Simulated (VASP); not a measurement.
Calculation: optB88-vdW, VASP's PBE PAW potentials (set 64) (plane waves; VASP).

The input files of a VASP run:

INCAR:
```
AGGAC=0.0
PARAM1=0.1833333333
LWAVE=.False.
PARAM2=0.22
SIGMA=0.05   # width (eV)
ENCUT=520   # plane-wave cut-off (eV)
PREC=Accurate
EDIFFG=-0.02   # ionic stop
ISIF=3   # ions, shape and volume
LREAL=.False.   # projection in real space or not
EDIFF=1E-6
ALGO=Normal   # blocked Davidson
LCHARG=.False.
SYSTEM=TiO2
LUSE_VDW=.True.
NSW=60   # most ionic steps
ISMEAR=0   # Gaussian
LASPH=.True.   # aspherical one-centre terms
IBRION=2   # conjugate gradients
NELM=100   # most electronic steps
GGA=BO
LMAXMIX=4
```

**POSCAR**
```
TiO2
1
    4.6232785908     0.0000000000     0.0000000000
   -0.0000000000     4.6232785908     0.0000000000
    0.0000000000     0.0000000000     2.9674854334
Ti O
2 4
Direct
  1.0000000000   1.0000000000   0.0000000000
  0.5000000000   0.5000000000   0.5000000000
  0.3042077896   0.3042077896   0.0000000000
  0.8042077896   0.1957922104   0.5000000000
  0.1957922104   0.8042077896   0.5000000000
  0.6957922104   0.6957922104   0.0000000000
```

File KPOINTS:
```
Automatic
0
gamma
5 5 7
0 0 0
```

POTCAR, in this order: Ti_sv O (PBE.64 set). Program: vasp_std.

Output

OSZICAR:
```
       N       E                     dE             d eps       ncg     rms          rms(c)
DAV:   1     0.688317443373E+03    0.68832E+03   -0.25037E+04  1344   0.202E+03
DAV:   2     0.613948291774E+02   -0.62692E+03   -0.60590E+03  1436   0.586E+02
DAV:   3    -0.550302070696E+02   -0.11643E+03   -0.11338E+03  2084   0.217E+02
DAV:   4    -0.602258893922E+02   -0.51957E+01   -0.51904E+01  1800   0.488E+01
DAV:   5    -0.604660229908E+02   -0.24013E+00   -0.24010E+00  1904   0.869E+00    0.321E+01
DAV:   6    -0.427534062565E+02    0.17713E+02   -0.12779E+02  1584   0.105E+02    0.124E+01
DAV:   7    -0.422613574457E+02    0.49205E+00   -0.20458E+01  1676   0.360E+01    0.785E+00
DAV:   8    -0.422226886283E+02    0.38669E-01   -0.49677E+00  1712   0.199E+01    0.422E+00
DAV:   9    -0.420401912087E+02    0.18250E+00   -0.16184E+00  1716   0.109E+01    0.105E+00
DAV:  10    -0.420512044190E+02   -0.11013E-01   -0.91968E-02  1676   0.244E+00    0.212E-01
DAV:  11    -0.420508477482E+02    0.35667E-03   -0.46439E-03  1788   0.496E-01    0.762E-02
DAV:  12    -0.420508700846E+02   -0.22336E-04   -0.40730E-04  1956   0.175E-01    0.630E-02
DAV:  13    -0.420508313705E+02    0.38714E-04   -0.25371E-04  1896   0.131E-01    0.877E-03
DAV:  14    -0.420508320430E+02   -0.67255E-06   -0.96514E-06  1708   0.232E-02
   1 F= -.42050832E+02 E0= -.42050832E+02  d E =-.420508E+02
```

File OUTCAR:
```
------------------------ aborting loop because EDIFF is reached ----------------------------------------
  FORCE on cell =-STRESS in cart. coord.  units (eV):
  Direction    XX          YY          ZZ          XY          YZ          ZX
  --------------------------------------------------------------------------------------
  Total        0.0549925      0.0549925      0.0419092     -0.0000000      0.0000000      0.0000000
  in kB        1.3890737      1.3890737      1.0585975     -0.0000000      0.0000000      0.0000000
  external PRESSURE =       1.2789150 kB  Pullay stress =       0.0000000 kB
  volume of cell :       63.43
      direct lattice vectors                 reciprocal lattice vectors
     4.623278591  0.000000000  0.000000000     0.216296721  0.000000000  0.000000000
     0.000000000  4.623278591  0.000000000     0.000000000  0.216296721  0.000000000
     0.000000000  0.000000000  2.967485433     0.000000000  0.000000000  0.336985647
 POSITION                                       TOTAL-FORCE (eV/Angst)
 -----------------------------------------------------------------------------------
      0.00000      0.00000      0.00000         0.000000      0.000000      0.000000
      2.31164      2.31164      1.48374         0.000000      0.000000      0.000000
      1.40644      1.40644      0.00000         0.005277      0.005277      0.000000
      3.71808      0.90520      1.48374         0.005277     -0.005277     -0.000000
      0.90520      3.71808      1.48374        -0.005277      0.005277      0.000000
      3.21684      3.21684      0.00000        -0.005277     -0.005277     -0.000000
 -----------------------------------------------------------------------------------
    total drift:                                0.000000      0.000000      0.000000
  FREE ENERGIE OF THE ION-ELECTRON SYSTEM (eV)
  ---------------------------------------------------
  free  energy   TOTEN  =       -42.0508320430 eV

  energy  without entropy=      -42.0508320430  energy(sigma->0) =      -42.05083204

 reached required accuracy - stopping structural energy minimisation
```
(Selected blocks of OUTCAR.)

The compound is TiO2 in the rutile structure. It was relaxed first. The start is the result of an earlier pass.
